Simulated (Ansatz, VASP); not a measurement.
## SiO2 in two plane-wave programs

One calculation is typed for both programs; each brings its own data sets. How far apart do they land? The cell is taken from a series of runs on this material, whose earlier steps may have relaxed, scaled, displaced or heated it; both programs get it as it stands.

Program: Ansatz 0.2.0. Level of theory: plane waves, with VASP 6.6.1 beside it; dielectric response at LDA. Results are calculated unless marked as measured.

### Step 1. Starting point

Symmetry: P4_32_12, No. 96, tetragonal system. Conventional cell: a = 4.933 Å, b = 4.933 Å, c = 6.465 Å, α = 90.00°, β = 90.00°, γ = 90.00°. Nearest to Si lie 4 O at 1.62 Å. O has 2 Si at 1.62 Å nearest. Farther neighbours and most contacts between anions are not listed.

Structure file:

```cif
data_structure
_symmetry_space_group_name_H-M 'P 1'
_symmetry_Int_Tables_number 1
_cell_length_a 4.9329
_cell_length_b 4.9329
_cell_length_c 6.4645
_cell_angle_alpha 90.000
_cell_angle_beta 90.000
_cell_angle_gamma 90.000
_cell_volume 157.30
loop_
_atom_site_label
_atom_site_type_symbol
_atom_site_fract_x
_atom_site_fract_y
_atom_site_fract_z
_atom_site_occupancy
Si1 Si 0.81771 0.81771 0.50000 1
Si2 Si 0.68229 0.31771 0.25000 1
Si3 Si 0.18230 0.18230 0.00000 1
Si4 Si 0.31771 0.68229 0.75000 1
O5 O 0.26834 0.36457 0.80193 1
O6 O 0.13543 0.76834 0.55193 1
O7 O 0.73166 0.63543 0.30193 1
O8 O 0.86457 0.23166 0.05193 1
O9 O 0.76834 0.13543 0.44807 1
O10 O 0.63543 0.73166 0.69807 1
O11 O 0.23166 0.86457 0.94807 1
O12 O 0.36457 0.26834 0.19807 1
```

### Step 2. VASP: dielectric response, LDA

The response to a field tests empty states and converges slowly with the mesh.

Lines of VASP's logs that name or quote its potential files are left out, and so is its time.

Contents of INCAR:

```
SYSTEM = SiO2
PREC = Accurate
ENCUT = 520
EDIFF = 1E-08
NELM = 120
ISMEAR = 0
SIGMA = 0.01
LREAL = .FALSE.
ALGO = Normal
GGA = CA
NBANDS = 44
LORBIT = 11
LWAVE = .FALSE.
LCHARG = .FALSE.
ISIF = 2
LEPSILON = .TRUE.
LASPH = .TRUE.
GGA_COMPAT = .FALSE.
EFERMI = MIDGAP
KPAR = 2
```

Contents of POSCAR:

```
SiO2
1.0
    4.9329000000      0.0000000000      0.0000000000
    0.0000000000      4.9329000000      0.0000000000
    0.0000000000      0.0000000000      6.4645000000
Si O
4 8
Direct
    0.8177050000      0.8177050000      0.5000000000
    0.6822950000      0.3177050000      0.2500000000
    0.1822950000      0.1822950000      0.0000000000
    0.3177050000      0.6822950000      0.7500000000
    0.2683400000      0.3645700000      0.8019300000
    0.1354300000      0.7683400000      0.5519300000
    0.7316600000      0.6354300000      0.3019300000
    0.8645700000      0.2316600000      0.0519300000
    0.7683400000      0.1354300000      0.4480700000
    0.6354300000      0.7316600000      0.6980700000
    0.2316600000      0.8645700000      0.9480700000
    0.3645700000      0.2683400000      0.1980700000
```

Contents of KPOINTS:

```
Automatic mesh
0
Gamma
4 4 4
0 0 0
```

The projector-augmented-wave data sets are Si and O (LDA family, release 64).

Started as:

```bash
$ mpirun -np 2 vasp_std
```

Numbers of over 12 decimals in the logs are rounded to 6 here.

What it wrote:

```text
[banner, memory and clock lines left out]
running    2 mpi-ranks, on    1 nodes
 distrk:  each k-point on    1 cores,    2 groups
 distr:  one band on    1 cores,    1 groups

 POSCAR found type information on POSCAR SiO
 POSCAR found :  2 types and      12 ions
 LDA part: xc-table for (Slater(with rela. corr.)+CA(PZ))
 , standard interpolation
 POSCAR, INCAR and KPOINTS ok, starting setup
 FFT: planning ... GRIDC
 FFT: planning ... GRID_SOFT
 FFT: planning ... GRID
 WAVECAR not read
 entering main loop
       N       E                     dE             d eps       ncg     rms          rms(c)
DAV:   1     0.368821945187E+03    0.36882E+03   -0.33277E+04  1584   0.134E+03
DAV:   2    -0.897142408263E+02   -0.45854E+03   -0.44423E+03  2008   0.309E+02
DAV:   3    -0.116269755362E+03   -0.26556E+02   -0.26429E+02  1960   0.782E+01
DAV:   4    -0.116593248864E+03   -0.32349E+00   -0.32297E+00  1968   0.959E+00
DAV:   5    -0.116598757396E+03   -0.55085E-02   -0.55046E-02  1952   0.122E+00    0.293E+01
DAV:   6    -0.103946830834E+03    0.12652E+02   -0.48975E+01  1864   0.321E+01    0.146E+01
DAV:   7    -0.103758702951E+03    0.18813E+00   -0.13922E+00  1864   0.513E+00    0.512E+00
DAV:   8    -0.103646535993E+03    0.11217E+00   -0.69621E-02  1972   0.162E+00    0.196E+00
DAV:   9    -0.103627481643E+03    0.19054E-01   -0.24219E-02  1960   0.982E-01    0.304E-01
DAV:  10    -0.103628002222E+03   -0.52058E-03   -0.28661E-03  1912   0.264E-01    0.114E-01
DAV:  11    -0.103627922083E+03    0.80139E-04   -0.59831E-04  1892   0.128E-01    0.204E-02
DAV:  12    -0.103627924627E+03   -0.25438E-05   -0.23413E-05  1844   0.213E-02    0.801E-03
DAV:  13    -0.103627924161E+03    0.46547E-06   -0.55042E-06  1956   0.112E-02    0.274E-03
DAV:  14    -0.103627924222E+03   -0.61100E-07   -0.17282E-07  1884   0.223E-03    0.810E-04
DAV:  15    -0.103627924229E+03   -0.65165E-08   -0.39382E-08  1808   0.942E-04
   1 F= -.10362792E+03 E0= -.10362792E+03  d E =0.000000E+00
 Linear response reoptimize wavefunctions to high precision
DAV:   1    -0.103627924227E+03    0.16944E-08   -0.41998E-09  1100   0.336E-04
DAV:   2    -0.103627924227E+03    0.22010E-09   -0.42503E-10  1012   0.110E-04
DAV:   3    -0.103627924227E+03   -0.23374E-09   -0.61159E-11  1008   0.411E-05
 Linear response G [H, r] |phi>, progress :
  Direction:   1
       N       E                     dE             d eps       ncg     rms
RMM:   1    -0.244371004570E+03   -0.24437E+03    0.21776E+02  3674   0.963E+01
RMM:   2    -0.227365616123E+03    0.17005E+02   -0.14555E+01  2731   0.184E+01
RMM:   3    -0.227483239068E+03   -0.11762E+00   -0.26423E-01  2831   0.225E+00
RMM:   4    -0.227487951937E+03   -0.47129E-02   -0.66687E-03  2985   0.354E-01
RMM:   5    -0.227488071078E+03   -0.11914E-03   -0.38327E-04  2999   0.707E-02
RMM:   6    -0.227488089698E+03   -0.18620E-04   -0.23564E-04  3031   0.231E-02
RMM:   7    -0.227488094632E+03   -0.49342E-05   -0.27263E-04  3079   0.160E-02
RMM:   8    -0.227488084799E+03    0.98330E-05   -0.21668E-04  3081   0.149E-02
RMM:   9    -0.227488085236E+03   -0.43690E-06   -0.89351E-05  2980   0.147E-02
RMM:  10    -0.227488083556E+03    0.16798E-05   -0.91533E-05  2919   0.147E-02
 Linear response G [H, r] |phi>, progress :
  Direction:   2
       N       E                     dE             d eps       ncg     rms
RMM:   1    -0.241716773122E+03   -0.24172E+03    0.23943E+02  3613   0.962E+01
RMM:   2    -0.231332240838E+03    0.10385E+02   -0.13203E+01  2759   0.179E+01
RMM:   3    -0.231440869357E+03   -0.10863E+00   -0.22472E-01  2818   0.212E+00
RMM:   4    -0.231445165320E+03   -0.42960E-02   -0.63165E-03  2961   0.342E-01
RMM:   5    -0.231445272088E+03   -0.10677E-03   -0.52775E-04  2993   0.649E-02
RMM:   6    -0.231445281394E+03   -0.93058E-05   -0.33205E-04  3048   0.204E-02
RMM:   7    -0.231445283998E+03   -0.26038E-05   -0.34819E-04  3091   0.140E-02
RMM:   8    -0.231445274353E+03    0.96450E-05   -0.19717E-04  3081   0.131E-02
RMM:   9    -0.231445274582E+03   -0.22939E-06   -0.13058E-04  2948   0.130E-02
RMM:  10    -0.231445274238E+03    0.34403E-06   -0.21338E-04  2870   0.129E-02
 Linear response G [H, r] |phi>, progress :
  Direction:   3
       N       E                     dE             d eps       ncg     rms
RMM:   1    -0.242472598421E+03   -0.24247E+03    0.24418E+02  3592   0.969E+01
RMM:   2    -0.229422497175E+03    0.13050E+02   -0.14494E+01  2697   0.184E+01
RMM:   3    -0.229553786698E+03   -0.13129E+00   -0.27357E-01  2817   0.226E+00
RMM:   4    -0.229559244319E+03   -0.54576E-02   -0.76447E-03  2969   0.371E-01
RMM:   5    -0.229559379291E+03   -0.13497E-03   -0.34507E-04  2987   0.717E-02
RMM:   6    -0.229559385682E+03   -0.63904E-05   -0.23005E-05  3023   0.227E-02
RMM:   7    -0.229559383887E+03    0.17949E-05    0.76966E-06  3066   0.155E-02
RMM:   8    -0.229559383740E+03    0.14693E-06    0.32073E-05  3082   0.145E-02
RMM:   9    -0.229559382574E+03    0.11660E-05    0.77559E-06  2942   0.143E-02
RMM:  10    -0.229559382277E+03    0.29732E-06   -0.14565E-04  2875   0.143E-02
 Linear response to external field (no local field effect), progress :
  Direction:   1
       N       E                     dE             d eps       ncg     rms          rms(c)
RMM:   1    -0.658425546718E+00   -0.65843E+00   -0.16744E+00  2903   0.293E+00
[...]
RMM:   4    -0.721722710351E+00   -0.69448E-05   -0.11232E-05  2945   0.101E-02
RMM:   5    -0.721722966103E+00   -0.25575E-06   -0.95115E-07  2976   0.236E-03
RMM:   6    -0.721722981729E+00   -0.15626E-07   -0.48637E-07  2855   0.969E-04
RMM:   7    -0.721722982518E+00   -0.78900E-09   -0.46378E-07  2570   0.742E-04
RMM:   8    -0.721722982707E+00   -0.18815E-09   -0.46348E-07  2408   0.706E-04
RMM:   9    -0.721722982709E+00   -0.20735E-11   -0.45789E-07  2351   0.702E-04
RMM:  10    -0.721722982736E+00   -0.26790E-10   -0.41345E-07  2339   0.701E-04
 change of polarisation eV/A/(eV/A) component  2 :    -0.007     1.443    -0.003
 dielectric tensor                  component  2 :    -0.008     2.660    -0.003
 Linear response to external field (no local field effect), progress :
  Direction:   3
       N       E                     dE             d eps       ncg     rms          rms(c)
RMM:   1    -0.679488313045E+00   -0.67949E+00   -0.17918E+00  2916   0.297E+00
RMM:   2    -0.683583983607E+00   -0.40957E-02   -0.15723E-02  2787   0.494E-01
RMM:   3    -0.683746809944E+00   -0.16283E-03   -0.29706E-04  2875   0.591E-02
RMM:   4    -0.683753765953E+00   -0.69560E-05   -0.10260E-05  2948   0.101E-02
RMM:   5    -0.683753992546E+00   -0.22659E-06   -0.12434E-06  2967   0.246E-03
RMM:   6    -0.683754009640E+00   -0.17094E-07   -0.77588E-07  2831   0.109E-03
RMM:   7    -0.683754010344E+00   -0.70453E-09   -0.75496E-07  2554   0.873E-04
RMM:   8    -0.683754010740E+00   -0.39582E-09   -0.75659E-07  2390   0.840E-04
RMM:   9    -0.683754010774E+00   -0.33376E-10   -0.74906E-07  2333   0.835E-04
RMM:  10    -0.683754010710E+00    0.63920E-10   -0.68647E-07  2318   0.835E-04
 change of polarisation eV/A/(eV/A) component  3 :    -0.013    -0.003     1.368
 dielectric tensor                  component  3 :    -0.015    -0.003     2.573
 Linear response to external field, progress :
  Direction:   1
       N       E                     dE             d eps       ncg     rms          rms(c)
RMM:   1    -0.686944052306E+00   -0.68694E+00   -0.18126E+00  4851   0.297E+00
RMM:   2    -0.692453644112E+00   -0.55096E-02   -0.15805E-02  4620   0.501E-01    0.148E+00
RMM:   3    -0.657370814393E+00    0.35083E-01   -0.41780E-02  4752   0.843E-01    0.821E-01
RMM:   4    -0.664595369509E+00   -0.72246E-02   -0.17018E-02  4756   0.555E-01    0.238E-01
RMM:   5    -0.676912771071E+00   -0.12317E-01   -0.32242E-03  4935   0.224E-01    0.613E-02
RMM:   6    -0.678650537942E+00   -0.17378E-02   -0.28946E-04  4918   0.638E-02    0.101E-02
RMM:   7    -0.679085908727E+00   -0.43537E-03    0.44631E-06  4992   0.128E-02    0.674E-03
RMM:   8    -0.679259008867E+00   -0.17310E-03    0.25724E-05  4942   0.590E-03    0.108E-03
RMM:   9    -0.679272449687E+00   -0.13441E-04    0.50789E-05  4993   0.183E-03    0.455E-04
RMM:  10    -0.679266158494E+00    0.62912E-05    0.47719E-05  5011   0.113E-03    0.182E-04
RMM:  11    -0.679264356547E+00    0.18019E-05    0.48776E-05  4953   0.847E-04    0.737E-05
RMM:  12    -0.679264422002E+00   -0.65455E-07    0.47903E-05  4616   0.757E-04    0.357E-05
RMM:  13    -0.679264280857E+00    0.14114E-06    0.48366E-05  4193   0.721E-04    0.881E-06
 change of polarisation eV/A/(eV/A) component  1 :     1.271    -0.007    -0.005
 dielectric tensor                  component  1 :     2.462    -0.008    -0.006
 Linear response to external field, progress :
  Direction:   2
       N       E                     dE             d eps       ncg     rms          rms(c)
RMM:   1    -0.686944646521E+00   -0.68694E+00   -0.18126E+00  4851   0.297E+00
RMM:   2    -0.692452614698E+00   -0.55080E-02   -0.15817E-02  4614   0.501E-01    0.148E+00
RMM:   3    -0.657253538481E+00    0.35199E-01   -0.40622E-02  4756   0.844E-01    0.821E-01
RMM:   4    -0.664581790384E+00   -0.73283E-02   -0.16891E-02  4750   0.554E-01    0.238E-01
RMM:   5    -0.676921087233E+00   -0.12339E-01   -0.33043E-03  4932   0.225E-01    0.614E-02
RMM:   6    -0.678653103745E+00   -0.17320E-02   -0.38650E-04  4923   0.638E-02    0.101E-02
RMM:   7    -0.679094269916E+00   -0.44117E-03   -0.74968E-05  4989   0.128E-02    0.676E-03
RMM:   8    -0.679267601716E+00   -0.17333E-03   -0.50856E-05  4937   0.587E-03    0.107E-03
RMM:   9    -0.679279778955E+00   -0.12177E-04   -0.22537E-05  5000   0.178E-03    0.455E-04
RMM:  10    -0.679274107976E+00    0.56710E-05   -0.31644E-05  5007   0.109E-03    0.181E-04
RMM:  11    -0.679271996558E+00    0.21114E-05   -0.27173E-05  4948   0.806E-04    0.730E-05
RMM:  12    -0.679272445740E+00   -0.44918E-06   -0.31851E-05  4610   0.717E-04    0.354E-05
RMM:  13    -0.679272475076E+00   -0.29336E-07   -0.33571E-05  4189   0.682E-04    0.873E-06
 change of polarisation eV/A/(eV/A) component  2 :    -0.004     1.271    -0.008
 dielectric tensor                  component  2 :    -0.004     2.462    -0.009
 Linear response to external field, progress :
  Direction:   3
       N       E                     dE             d eps       ncg     rms          rms(c)
RMM:   1    -0.679488313045E+00   -0.67949E+00   -0.17918E+00  2916   0.297E+00
RMM:   2    -0.683583833424E+00   -0.40955E-02   -0.15720E-02  2787   0.494E-01    0.161E+00
RMM:   3    -0.628177723189E+00    0.55406E-01   -0.12586E-01  2912   0.140E+00    0.826E-01
RMM:   4    -0.628959761607E+00   -0.78204E-03   -0.11883E-02  2831   0.514E-01    0.407E-01
RMM:   5    -0.645649687528E+00   -0.16690E-01   -0.10812E-02  2958   0.417E-01    0.654E-02
RMM:   6    -0.647838505618E+00   -0.21888E-02   -0.60011E-04  2951   0.940E-02    0.379E-02
RMM:   7    -0.648215500898E+00   -0.37700E-03   -0.37019E-04  2960   0.480E-02    0.661E-03
RMM:   8    -0.648435409374E+00   -0.21991E-03    0.17096E-05  2915   0.772E-03    0.234E-03
RMM:   9    -0.648448094020E+00   -0.12685E-04    0.21476E-05  3004   0.240E-03    0.681E-04
RMM:  10    -0.648439709032E+00    0.83850E-05    0.24552E-05  3005   0.126E-03    0.534E-04
RMM:  11    -0.648442654216E+00   -0.29452E-05    0.32440E-05  3008   0.102E-03    0.554E-05
RMM:  12    -0.648442788421E+00   -0.13420E-06    0.30345E-05  2775   0.737E-04    0.417E-05
RMM:  13    -0.648443116781E+00   -0.32836E-06    0.31129E-05  2764   0.724E-04    0.128E-05
RMM:  14    -0.648443342859E+00   -0.22608E-06    0.27791E-05  2427   0.709E-04    0.659E-06
 change of polarisation eV/A/(eV/A) component  3 :    -0.013    -0.003     1.213
 dielectric tensor                  component  3 :    -0.015    -0.003     2.395
 Born effective charges drift removed
```

OUTCAR, selected parts (step 2):

```text
ion  position               nearest neighbor table
   1  0.818  0.818  0.500-   7 1.62  10 1.62   9 1.62   6 1.62   2 3.02   4 3.02   2 3.02   4 3.02

  LATTYP: Found a simple tetragonal cell.
 ALAT       =     4.9329000000
 C/A-ratio  =     1.3104867319

 Subroutine GETGRP returns: Found  8 space group operations
 (whereof  2 operations were pure point group operations)

The static configuration has the point symmetry C_2 .
 The point group associated with its full space group is D_4 .

 Found     18 irreducible k-points:

   k-points           NKPTS =     18   k-points in BZ     NKDIM =     18   number of bands    NBANDS=     44

   dimension x,y,z NGX =    40 NGY =   40 NGZ =   48
   dimension x,y,z NGXF=    80 NGYF=   80 NGZF=   96

   ENCUT  =  520.0 eV  38.22 Ry    6.18 a.u.   9.17  9.17 12.02*2*pi/ulx,y,z

   NELECT =      64.0000    total number of electrons

 k-points in reciprocal lattice and weights: Automatic mesh
   0.00000000  0.00000000  0.00000000       0.016
   0.25000000  0.00000000  0.00000000       0.062
   0.50000000  0.00000000  0.00000000       0.031
   0.25000000  0.25000000  0.00000000       0.062
   0.50000000  0.25000000  0.00000000       0.062
   0.50000000  0.50000000  0.00000000       0.016
   0.00000000  0.00000000  0.25000000       0.031
   0.25000000  0.00000000  0.25000000       0.125
   0.50000000  0.00000000  0.25000000       0.062
[...]
0.50000000  0.25000000  0.50000000       0.062
   0.50000000  0.50000000  0.50000000       0.016

 average (electrostatic) potential at core
       1 -88.5779       2 -88.5779       3 -88.5779       4 -88.5779       5 -73.9089
       6 -73.9089       7 -73.9089       8 -73.9089       9 -73.9089      10 -73.9089
      11 -73.9089      12 -73.9089

  Total       -3.4749897     -3.4749897     -0.1901316      0.0000000      0.0000000      0.0000000
  in kB      -35.3935844    -35.3935844     -1.9365347      0.0000000      0.0000000      0.0000000
  external PRESSURE =     -24.2412345 kB  Pullay stress =       0.0000000 kB

  energy-cutoff  :      520.00
  volume of cell :      157.30
      direct lattice vectors                 reciprocal lattice vectors
     4.932900000  0.000000000  0.000000000     0.202720509  0.000000000  0.000000000
     0.000000000  4.932900000  0.000000000     0.000000000  0.202720509  0.000000000
     0.000000000  0.000000000  6.464500000     0.000000000  0.000000000  0.154691005

 POSITION                                       TOTAL-FORCE (eV/Angst)
 -----------------------------------------------------------------------------------
      4.03366      4.03366      3.23225         0.005351      0.005351      0.000000
      3.36569      1.56721      1.61613        -0.005351      0.005351      0.000000
      0.89924      0.89924      0.00000        -0.005351     -0.005351      0.000000
      1.56721      3.36569      4.84837         0.005351     -0.005351      0.000000
      1.32369      1.79839      5.18408         0.001636      0.201316      0.116971
      0.66806      3.79014      3.56795        -0.201316      0.001636      0.116971
      3.60921      3.13451      1.95183        -0.001636     -0.201316      0.116971
      4.26484      1.14276      0.33570         0.201316     -0.001636      0.116971
      3.79014      0.66806      2.89655         0.001636     -0.201316     -0.116971
      3.13451      3.60921      4.51267        -0.201316     -0.001636     -0.116971
      1.14276      4.26484      6.12880        -0.001636      0.201316     -0.116971
      1.79839      1.32369      1.28042         0.201316      0.001636     -0.116971
 -----------------------------------------------------------------------------------
    total drift:                                0.000000     -0.000000      0.000000

 MACROSCOPIC STATIC DIELECTRIC TENSOR (including local field effects in DFT)
 ------------------------------------------------------
           2.462018    -0.000000    -0.000000
          -0.000000     2.462018     0.000000
           0.000000    -0.000000     2.395459
 ------------------------------------------------------

 PIEZOELECTRIC TENSOR (including local field effects)  for field in x, y, z        (C/m^2)
          XX          YY          ZZ          XY          YZ          ZX
  --------------------------------------------------------------------------------
  x     0.00000     0.00000     0.00000     0.00000    -0.03262     0.00000
  y    -0.00000     0.00000     0.00000     0.00000     0.00000     0.03262
  z     0.00000     0.00000     0.00000     0.00000     0.00000     0.00000

 BORN EFFECTIVE CHARGES (including local field effects) (in |e|, cummulative output)
 ---------------------------------------------------------------------------------
 ion    1
    1     3.34640     0.04609    -0.20329
    2     0.04609     3.34640     0.20329
    3     0.36266    -0.36266     3.14979
 ion    2
    1     3.34640    -0.04609    -0.20329
    2    -0.04609     3.34640    -0.20329
    3     0.36266     0.36266     3.14979
 ion    3
    1     3.34640     0.04609     0.20329
    2     0.04609     3.34640    -0.20329
    3    -0.36266     0.36266     3.14979
 ion    4
    1     3.34640    -0.04609     0.20329
    2    -0.04609     3.34640     0.20329
    3    -0.36266    -0.36266     3.14979
 ion    5
    1    -1.09155    -0.20212     0.07965
    2    -0.27232    -2.25485     0.68556
    3     0.24404     0.70083    -1.57490
 ion    6
    1    -2.25485     0.27232    -0.68556
    2     0.20212    -1.09155     0.07965
    3    -0.70083     0.24404    -1.57490
 ion    7
    1    -1.09155    -0.20212    -0.07965
    2    -0.27232    -2.25485    -0.68556
    3    -0.24404    -0.70083    -1.57490
 ion    8
    1    -2.25485     0.27232     0.68556
    2     0.20212    -1.09155    -0.07965
    3     0.70083    -0.24404    -1.57490
 ion    9
    1    -1.09155     0.20212    -0.07965
    2     0.27232    -2.25485     0.68556
    3    -0.24404     0.70083    -1.57490
 ion   10
    1    -2.25485    -0.27232     0.68556
    2    -0.20212    -1.09155     0.07965
    3     0.70083     0.24404    -1.57490
 ion   11
    1    -1.09155     0.20212     0.07965
    2     0.27232    -2.25485    -0.68556
    3     0.24404    -0.70083    -1.57490
 ion   12
    1    -2.25485    -0.27232    -0.68556
    2    -0.20212    -1.09155    -0.07965
    3    -0.70083    -0.24404    -1.57490
```

The gap is read on the k-mesh alone, so it is an upper bound where the band edges lie off the mesh.

[end of part 1 of 2]

[Lines on the potential files, build, host, timing and source positions are cut from VASP's logs without a mark.]

[Logs are printed without paths, hosts, clocks, repeated set-up lines and the standing remarks that a program may print on its own settings, such as how far it seeks lower states.]

[Hosts, paths, dates, database ids (printed as entryN), source tags and the programs' standing remarks are cut or masked in the printed files.]
